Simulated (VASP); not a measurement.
Crystal: Ca.

```xyz
1
Lattice="0.0000 2.7942 2.7942 2.7942 0.0000 2.7942 2.7942 2.7942 0.0000" Properties=species:S:1:pos:R:3 pbc="T T T"
Ca    0.0000    0.0000    0.0000
```

| Item | Value |
| --- | --- |
| Program | VASP 6.6.1 |
| Task | relaxation of cell and atoms |
| Functional | PBEsol |
| Potentials or basis | VASP PAW PBE potentials, release 64 (Ca_sv) |
| Cutoff | 600 eV |
| k mesh | 14 × 14 × 14 |
| Occupations | methfessel-paxton, width 0.1 eV |
| Spin | no spin polarisation |

At the start: pressure -1.1 GPa; volume 43.63 Å³/atom.

Question: Where does the relaxation end?

Answer: Over 3 steps the energy falls by 11.0 meV/atom and the volume is 40.61 Å³/atom (-6.9 %); space group Fm-3m (No. 225, to 0.05 Å).

The path:
| step | energy change (eV) | largest force (eV/Å) | pressure (GPa) | volume (Å³) |
| --- | --- | --- | --- | --- |
| 1 | 0.0000 | 0.0000 | -1.14 | 43.63 |
| 2 | -0.0096 | 0.0000 | -0.44 | 41.69 |
| 3 | -0.0110 | 0.0000 | 0.02 | 40.61 |

Final structure:
```yaml
crystal:
  lattice:
    - [0.00000, 2.72816, 2.72816]
    - [2.72816, 0.00000, 2.72816]
    - [2.72816, 2.72816, 0.00000]
  atoms:
    - { symbol: Ca, position: [0.00000, 0.00000, 0.00000] }
```

Caveat: the PAW data sets were made with another functional, which shifts forces and pressure a little.
